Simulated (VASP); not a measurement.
# SnHSCl: screened Coulomb integrals of an active space by constrained RPA

SnHSCl, molecule in box, 4 atoms in the cell.

| Functional | Screened U within a state, mean (eV) | Screened U' between states, mean (eV) | Screened J (eV) | Bare U within a state, mean (eV) | Bare U' between states, mean (eV) | Time (s) |
|---|---|---|---|---|---|---|
| LDA | 5.65 | 5.03 | 0.25 | 8.19 | 7.06 | 652 |
| PBE | 5.66 | 5.05 | 0.26 | 8.19 | 7.07 | 531 |
| r2SCAN | 5.89 | 5.26 | 0.28 | 8.26 | 7.15 | 1175 |
| PBE0 | 6.21 | 5.58 | 0.33 | 8.20 | 7.17 | 539 |
| HSE06 | 5.97 | 5.34 | 0.32 | 8.21 | 7.18 | 544 |

Limits: the periodic box is only 6.02 Å wide at its narrowest and no larger one was tried.

## Input of the first row

INCAR.step1:
```
ENCUT = 420
PREC = Accurate
ISMEAR = -1
SIGMA = 0.02
LASPH = T
EDIFF = 1E-7
GGA = CA
ALGO = Normal
NELM = 150
LWAVE = T
LCHARG = F
```

INCAR.step2, as INCAR.step1 but for:
```
- ALGO = Normal
- NELM = 150
+ ALGO = Exact
+ NELM = 1
+ NBANDS = 134
+ LOPTICS = T
```

INCAR.step3:
```
ENCUT = 420
PREC = Accurate
ISMEAR = -1
SIGMA = 0.02
LASPH = T
GGA = CA
ALGO = CRPA
NBANDS = 136
ENCUTGW = 90
PRECFOCK = Fast
LOCALIZED_BASIS = BLOCH
LWAVE = F
LCHARG = F
NCRPA_BANDS = 14 15
NTARGET_STATES = 14 15
```

KPOINTS:
```
k-points
0
Gamma
  1 1 1
```

POSCAR:
```
SnHSCl
1.0
    7.5700000000      0.0000000000      0.0000000000
    0.0000000000      8.4400000000      0.0000000000
    0.0000000000      0.0000000000      6.0200000000
S Sn Cl H
1 1 1 1
Direct
    0.5389960300      0.7037203700      0.4154900300
    0.3300924700      0.4856872100      0.4267691100
    0.5261955000      0.2962796300      0.5845099700
    0.6699075300      0.6166113800      0.5040448600
```

Commands (each step's output is kept before the next begins):
```
cat potpaw_LDA.64/S_GW/POTCAR potpaw_LDA.64/Sn_d_GW/POTCAR potpaw_LDA.64/Cl_GW/POTCAR potpaw_LDA.64/H_GW/POTCAR > POTCAR
cp INCAR.step1 INCAR
mpirun -np 4 vasp_std > vasp.out
cp INCAR.step2 INCAR
mpirun -np 4 vasp_std > vasp.out
cp INCAR.step3 INCAR
mpirun -np 4 vasp_std > vasp.out
```

Changes of the last row against the first:
```
(all steps)
- GGA = CA
+ GGA = PE
+ LHFCALC = True
+ HFSCREEN = 0.2
- cat potpaw_LDA.64/S_GW/POTCAR potpaw_LDA.64/Sn_d_GW/POTCAR potpaw_LDA.64/Cl_GW/POTCAR potpaw_LDA.64/H_GW/POTCAR > POTCAR
+ cat potpaw_PBE.64/S_GW/POTCAR potpaw_PBE.64/Sn_d_GW/POTCAR potpaw_PBE.64/Cl_GW/POTCAR potpaw_PBE.64/H_GW/POTCAR > POTCAR
```

VASP 6.6.1 took 652 s on 4 cores (Intel Xeon Platinum 8488C (Sapphire Rapids)), a shared host.
